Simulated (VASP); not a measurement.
Input:

```
CELL_PARAMETERS angstrom
      3.98255     0.00000     0.00000
      0.00000     3.98255     0.00000
      0.00000     0.00000     3.98255
ATOMIC_POSITIONS crystal
  K  0.00000 0.00000 0.00000
  Mg 0.50000 0.50000 0.50000
  H  0.50000 0.00000 0.50000
  H  0.00000 0.50000 0.50000
  H  0.50000 0.50000 0.00000
```

All values below come from r2SCAN meta-GGA, VASP's PBE PAW potentials (set 64) (plane waves; VASP). Settings: 400 eV cut-off, 6×6×6 Γ-centred mesh, tetrahedra with Blöchl corrections, potentials K_sv Mg H.

**Question.** Tabulate the total density of states (states/eV per cell) against energy (eV; zero at the valence-band maximum or, without a gap, the Fermi level).

**Answer.** 
(E (eV), DOS (states/eV)): (-9.95, 0.00); (-9.47, 0.00); (-9.11, 0.00); (-8.63, 0.00); (-8.27, 0.00); (-7.79, 0.00); (-7.43, 0.00); (-6.95, 0.00); (-6.59, 0.00); (-6.11, 0.00); (-5.75, 0.00); (-5.27, 0.17); (-4.91, 0.33); (-4.43, 0.61); (-3.95, 1.06); (-3.59, 1.18); (-3.11, 0.90); (-2.75, 0.40); (-2.27, 0.89); (-1.91, 3.00); (-1.43, 2.00); (-1.07, 1.46); (-0.59, 1.75); (-0.23, 0.29); (0.25, 0.00); (0.61, 0.00); (1.09, 0.00); (1.57, 0.00); (1.93, 0.00); (2.41, 0.00); (2.77, 0.00); (3.25, 0.00); (3.61, 0.03); (4.09, 0.21); (4.45, 0.40); (4.93, 1.41); (5.29, 1.23); (5.77, 2.07); (6.13, 1.93); (6.61, 3.21)
Within 2 eV below the valence-band maximum the largest weight inside VASP's projection spheres is H s.

The structure comes from a computed database's KMgH3 entry (Pm-3m); how it stands against other phases isn't given here. It was relaxed first.
